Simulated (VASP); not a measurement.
# SiH₃Cl: training a force field on the fly

SiH₃Cl, molecule in box, 5 atoms in the cell. PBE, machine-learned force field trained on the fly; PAW potentials Si, Cl, H (PBE set).

## Input

INCAR.step1:
```
PREC     = Normal         # precision mode
ENCUT    = 260            # plane-wave cutoff, eV
EDIFF    = 1E-5           # SCF threshold, eV
LREAL    = F              # projectors in reciprocal space
ALGO     = Fast           # electronic algorithm
NELMIN   = 4            
NELM     = 100            # most SCF steps
ISYM     = 0            
ISMEAR   = 0              # smearing method
SIGMA    = 0.05           # smearing width, eV
LWAVE    = F              # write WAVECAR
LCHARG   = F              # write CHGCAR
IBRION   = 0              # ionic algorithm
ISIF     = 2              # what is computed and relaxed
TEBEG    = 300          
POTIM    = 0.7            # step
RANDOM_SEED= 183050 0 0   
MDALGO   = 1            
ANDERSEN_PROB= 0.1          
NSW      = 160            # ionic steps
ML_LMLFF = T            
ML_MODE  = train        
ML_CTIFOR= 1E-6         
ML_WTSIF = 1E-10        
ML_NMDINT= 1            
ML_ICRITERIA= 0             
```

INCAR.step2, as INCAR.step1 but for:
```
- TEBEG = 300
- RANDOM_SEED = 183050 0 0
- MDALGO = 1
- ANDERSEN_PROB = 0.1
- NSW = 160
- ML_CTIFOR = 1E-6
- ML_NMDINT = 1
- ML_ICRITERIA = 0
+ TEBEG = 180
+ RANDOM_SEED = 418475 0 0
+ MDALGO = 3
+ LANGEVIN_GAMMA = 10 10 10
+ NSW = 2000
+ TEEND = 375
+ ML_CTIFOR = 0.02
+ ML_NMDINT = 2
```

INCAR.step3:
```
PREC     = Normal         # precision mode
ENCUT    = 260            # plane-wave cutoff, eV
EDIFF    = 1E-5           # SCF threshold, eV
LREAL    = F              # projectors in reciprocal space
ALGO     = Fast           # electronic algorithm
NELMIN   = 4            
NELM     = 100            # most SCF steps
ISYM     = 0            
ISMEAR   = 0              # smearing method
SIGMA    = 0.05           # smearing width, eV
LWAVE    = F              # write WAVECAR
LCHARG   = F              # write CHGCAR
ML_LMLFF = T            
ML_MODE  = refit        
ML_WTSIF = 1E-10         
```

INCAR.step4:
```
PREC     = Normal         # precision mode
ENCUT    = 260            # plane-wave cutoff, eV
ISYM     = 0            
ISMEAR   = 0              # smearing method
SIGMA    = 0.05           # smearing width, eV
LWAVE    = F              # write WAVECAR
LCHARG   = F              # write CHGCAR
ML_LMLFF = T            
ML_MODE  = run          
NWRITE   = 2            
IBRION   = -1             # ionic algorithm
NSW      = 0              # ionic steps
```

INCAR.step5:
```
PREC     = Normal         # precision mode
ENCUT    = 260            # plane-wave cutoff, eV
EDIFF    = 1E-5           # SCF threshold, eV
LREAL    = F              # projectors in reciprocal space
ALGO     = Fast           # electronic algorithm
NELMIN   = 4            
NELM     = 100            # most SCF steps
ISYM     = 0            
ISMEAR   = 0              # smearing method
SIGMA    = 0.05           # smearing width, eV
LWAVE    = F              # write WAVECAR
LCHARG   = F              # write CHGCAR
```

INCAR.step6:
```
PREC     = Normal         # precision mode
ENCUT    = 260            # plane-wave cutoff, eV
ISYM     = 0            
ISMEAR   = 0              # smearing method
SIGMA    = 0.05           # smearing width, eV
LWAVE    = F              # write WAVECAR
LCHARG   = F              # write CHGCAR
ML_LMLFF = T            
ML_MODE  = run          
NWRITE   = 0            
IBRION   = 2              # ionic algorithm
NSW      = 300            # ionic steps
EDIFFG   = -2E-4          # ionic threshold
ISIF     = 2              # what is computed and relaxed
```

KPOINTS:
```
k-points
0
Gamma
  1 1 1
```

POSCAR.step1:
```
SiH3Cl
1.0
    9.0000000000      0.0000000000      0.0000000000
    0.0000000000      8.5000000000      0.0000000000
    0.0000000000      0.0000000000      8.5000000000
Si Cl H
1 1 3
Direct
    0.4382555500      0.4486764700      0.5102352900
    0.6549555500      0.3860764800      0.5526823600
    0.3450444500      0.3890411800      0.6408235300
    0.3912888900      0.3775823500      0.3591764700
    0.4294999900      0.6224176500      0.5015529400
```

Commands (each step's output is kept before the next begins):
```
cat potpaw_PBE.64/Si/POTCAR potpaw_PBE.64/Cl/POTCAR potpaw_PBE.64/H/POTCAR > POTCAR
cp INCAR.step1 INCAR
cp POSCAR.step1 POSCAR
mpirun -np 4 vasp_gam > vasp.out
cp ML_ABN ../ML_AB
cp CONTCAR POSCAR
cp ../ML_AB ML_AB
cp INCAR.step2 INCAR
mpirun -np 4 vasp_gam > vasp.out
cp ML_ABN ../ML_AB
cp CONTCAR POSCAR
cp ../ML_AB ML_AB
cp INCAR.step3 INCAR
mpirun -np 4 vasp_gam > vasp.out
cp ML_FFN ../ML_FF
cp ../ML_FF ML_FF
rm ML_AB
cp INCAR.step4 INCAR
mpirun -np 4 vasp_gam > vasp.out
cp INCAR.step5 INCAR
mpirun -np 4 vasp_gam > vasp.out
cp INCAR.step6 INCAR
mpirun -np 4 vasp_gam > vasp.out
cp CONTCAR ../POSCAR.min
cp CONTCAR POSCAR
cp INCAR.step5 INCAR
mpirun -np 4 vasp_gam > vasp.out
cp INCAR.step4 INCAR
mpirun -np 4 vasp_gam > vasp.out
```

## Result

- Force error of the fit (eV/Å): 0.002
- Energy error of the fit (eV/atom): 0.0000

The training runs are MD at 180 to 375 K, 1.5 ps in all.

Between the relaxed minimum and a frame of the training run, the force field gives 0.132 eV and DFT 0.128 eV.

ML_LOGFILE.step1:
```
# STATUS This line describes the overall status of each step.
# STATUS
# STATUS nstep ..... MD time step or input structure counter
# STATUS state ..... One-word description of step action
# STATUS             - "accurate"  (1) : Errors are low, force field is used
# STATUS             - "threshold" (2) : Errors exceeded threshold, structure is sampled from ab initio
# STATUS             - "learning"  (3) : Stored configurations are used for training force field
# STATUS             - "critical"  (4) : Errors are high, ab initio sampling and learning is enforced
# STATUS             - "predict"   (5) : Force field is used in prediction mode only, no error checking
# STATUS             - "predfast"  (6) : Prediction mode only, no error checking, no error estimates
# STATUS             - "interval"  (7) : Errors exceeded threshold, but too close to last sampling (ML_NMDINT)
# STATUS is ........ Integer representation of above one-word description (integer in parenthesis)
# STATUS doabin .... Perform ab initio calculation (T/F)
# STATUS iff ....... Force field available (T/F, False after startup hints to possible convergence problems)
[... 34 lines left out ...]
BEEF                  157   2.21940601E-06   9.17057569E-04   4.24707277E-04   1.00000000E-06   3.72910864E-02   2.24554938E-02
BEEF                  158   2.25285110E-06   8.25862645E-04   3.96088032E-04   1.00000000E-06   3.74416125E-02   2.28632162E-02
BEEF                  159   2.56434140E-06   9.44210034E-04   4.42337181E-04   1.00000000E-06   3.88621939E-02   2.39967482E-02
BEEF                  160   2.90641144E-06   1.24456847E-03   5.39127761E-04   1.00000000E-06   3.87522308E-02   2.42758053E-02
ERR                   157   3.74837786E-05   3.60643673E-03   2.17645481E+00
ERR                   158   3.77910621E-05   3.57582116E-03   2.17898927E+00
ERR                   159   3.82113693E-05   3.64580177E-03   2.16214982E+00
ERR                   160   3.85410082E-05   3.60215311E-03   2.17068832E+00
```

ML_LOGFILE.step2:
```
# STATUS This line describes the overall status of each step.
# STATUS
# STATUS nstep ..... MD time step or input structure counter
# STATUS state ..... One-word description of step action
# STATUS             - "accurate"  (1) : Errors are low, force field is used
# STATUS             - "threshold" (2) : Errors exceeded threshold, structure is sampled from ab initio
# STATUS             - "learning"  (3) : Stored configurations are used for training force field
# STATUS             - "critical"  (4) : Errors are high, ab initio sampling and learning is enforced
# STATUS             - "predict"   (5) : Force field is used in prediction mode only, no error checking
# STATUS             - "predfast"  (6) : Prediction mode only, no error checking, no error estimates
# STATUS             - "interval"  (7) : Errors exceeded threshold, but too close to last sampling (ML_NMDINT)
# STATUS is ........ Integer representation of above one-word description (integer in parenthesis)
# STATUS doabin .... Perform ab initio calculation (T/F)
# STATUS iff ....... Force field available (T/F, False after startup hints to possible convergence problems)
[... 28 lines left out ...]
STATUS               1999  accurate  1      F      T      1999      1999
STATUS               2000  accurate  1      F      T      2000      2000
SPRSC                   0       160       160 Si        38        38 Cl        34        34 H         94        93
BEEF                 1997   1.74054417E-05   2.64215101E-03   1.19502915E-03   2.00000000E-02   3.58460338E-02   2.05631342E-02
BEEF                 1998   1.65884423E-05   2.64069896E-03   1.19350085E-03   2.00000000E-02   3.47526439E-02   2.00411773E-02
BEEF                 1999   1.59091198E-05   2.65611470E-03   1.22587081E-03   2.00000000E-02   3.38444716E-02   1.96545810E-02
BEEF                 2000   1.54254717E-05   2.64934293E-03   1.27024984E-03   2.00000000E-02   3.32171491E-02   1.94542677E-02
ERR                     0   3.85133008E-05   3.60523928E-03   2.17337392E+00
```

ML_LOGFILE.step3:
```
# STATUS This line describes the overall status of each step.
# STATUS
# STATUS nstep ..... MD time step or input structure counter
# STATUS state ..... One-word description of step action
# STATUS             - "accurate"  (1) : Errors are low, force field is used
# STATUS             - "threshold" (2) : Errors exceeded threshold, structure is sampled from ab initio
# STATUS             - "learning"  (3) : Stored configurations are used for training force field
# STATUS             - "critical"  (4) : Errors are high, ab initio sampling and learning is enforced
# STATUS             - "predict"   (5) : Force field is used in prediction mode only, no error checking
# STATUS             - "predfast"  (6) : Prediction mode only, no error checking, no error estimates
# STATUS             - "interval"  (7) : Errors exceeded threshold, but too close to last sampling (ML_NMDINT)
# STATUS is ........ Integer representation of above one-word description (integer in parenthesis)
# STATUS doabin .... Perform ab initio calculation (T/F)
# STATUS iff ....... Force field available (T/F, False after startup hints to possible convergence problems)
[... 20 lines left out ...]
# BEEF bee_ave_stress ... Bayesian error estimate of stresses (average) (kB)
# BEEF              nstep       bee_energy    bee_max_force    bee_ave_force        threshold   bee_max_stress   bee_ave_stress
# BEEF                  2                3                4                5                6                7                8
# SPRSC This line shows the results of sparsification regarding the number
# SPRSC of reference structures and local reference configurations.
# SPRSC
STATUS                  0  learning  3      T      F         0         0
STATUS                  1  accurate  1      F      T         1         1
SPRSC                   0       160       160 Si        38        38 Cl        34        34 H         93        93
ERR                     0   3.26837097E-05   2.01508822E-03   2.21770619E+00
```

Limits: the nuclei move classically.

VASP 6.6.1 took 86 s on 4 cores (Intel Xeon 6975P-C (Granite Rapids)), a shared host.
